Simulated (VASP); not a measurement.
Data:

```xyz
8
Lattice="3.6555 -6.3200 -0.0147 1.8228 3.1571 0.0000 -0.0120 0.0069 5.9610" Properties=species:S:1:pos:R:3 pbc="T T T"
Zn     1.9985    -1.1539     2.9036
Zn     1.7996     1.0657     5.9084
Zn     3.4844    -4.1164     2.8876
Zn     3.6656    -2.1163     0.2860
S      1.8831    -1.0872     5.2047
S      1.7985     1.0663     2.2418
S      3.5765    -4.1696     5.2276
O      3.6528    -2.1089     2.2726
```

Level of theory: PBEsol GGA, VASP's PBE PAW potentials (set 64) (plane waves; VASP). Settings: 520 eV cut-off, 4×8×4 Γ-centred mesh, tetrahedra with Blöchl corrections, potentials Zn S O.

### Question
Tabulate the total density of states (states/eV per cell) against energy (eV; zero at the valence-band maximum or, without a gap, the Fermi level).

### Answer

(E (eV), DOS (states/eV)): (-9.93, 0.00); (-9.36, 0.00); (-8.79, 0.00); (-8.22, 0.00); (-7.65, 0.00); (-6.96, 0.00); (-6.39, 40.9); (-5.82, 19.1); (-5.25, 1.63); (-4.68, 4.03); (-4.11, 3.37); (-3.54, 3.78); (-2.85, 6.01); (-2.28, 5.85); (-1.71, 6.61); (-1.14, 4.71); (-0.57, 2.03); (0.00, 0.01); (0.57, 0.00); (1.14, 0.05); (1.72, 0.32); (2.40, 0.95); (2.97, 2.02); (3.54, 0.67); (4.11, 4.78)
Within 2 eV below the valence-band maximum the largest weight inside VASP's projection spheres is S p, then Zn d.

The structure was generated: Zn4OS3 was put into an ordered model structure (Pm), which need not be its known phase. It was relaxed first.
